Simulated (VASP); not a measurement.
Runs of VASP 6.6.1 on Cu. It takes space group Fm-3m (No. 225, cubic). The conventional cell has a = 3.634 Å, b = 3.634 Å, c = 3.634 Å, α = 90.00°, β = 90.00°, γ = 90.00°. Cu (site symmetry m-3m) is surrounded by 12 Cu at 2.57 Å. 

```csv
level,k mesh,cutoff (eV),grid for exact exchange (PRECFOCK),exchange at q = 0,gap on the mesh (eV),pressure (GPa)
PBE,21 × 21 × 21,300,-,-,none,-
PBEsol,21 × 21 × 21,450,-,-,none,(a)
PBEsol,21 × 21 × 21,600,-,-,none,-7.9
PBEsol,21 × 21 × 21,300,-,-,none,-
PBE0,11 × 11 × 11,450,Fast,truncated,none,-1.8
```

Alike in all rows: task single point; potentials or basis VASP PAW PBE potentials, release 64 (Cu); no spin polarisation; cell as given; smearing methfessel-paxton 0.1 eV.

**Question.** Estimate the missing entries.

**Answer.** (a) -8.6.

Caveats: the PAW data sets were made with another functional, which shifts forces and pressure a little (some runs); the cutoff is under 1.25 times the usual one of these potentials, so pressure, stress and relaxed cells hold a basis-set (Pulay) error (some runs).

A gap of «none» marks a metal or a gap under the smearing width.
